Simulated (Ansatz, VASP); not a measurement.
GaTe3S: VASP beside Ansatz

```
Ga Te S
1.0
     4.90594    0.00000    0.00000
     0.00000    4.90594    0.00000
     0.00000    0.00000    4.90594
Ga Te S
1 3 1
Direct
  0.50000 0.50000 0.50000
  0.50000 0.50000 0.00000
  0.00000 0.50000 0.50000
  0.50000 0.00000 0.50000
  0.00000 0.00000 0.00000
```

Change from the starting cell: species swapped into the KNiF3 type (Pm-3m, No. 221).

Alike in both runs: task single point; functional PBE; k mesh 4 × 4 × 4; occupations gaussian, width 0.1 eV; no spin polarisation.

```csv
,VASP,Ansatz
version,VASP 6.6.1,Ansatz 0.2.0
potentials or method,"VASP PAW PBE potentials, release 64 (Ga_d, Te, S)","scalar-relativistic, plane waves, PAW"
plane-wave cutoff (eV),520,420
valence electrons in the cell,37,67
```

|  | VASP | Ansatz | Ansatz less VASP |
| --- | --- | --- | --- |
| gap on the k mesh at the Fermi level (eV) | none | none | - |
| pressure (GPa) | 17.3 | 17.3 | +0.04 |

A gap of «none» marks a metal or a gap that the smearing closes. The two sets of potentials don't hold the same shells in valence.

Caveats: so large a pressure means that the cell lies far from this level's equilibrium, or that cutoff or potentials fall short (VASP). Spin-orbit coupling is left out, which matters for the levels of Te.
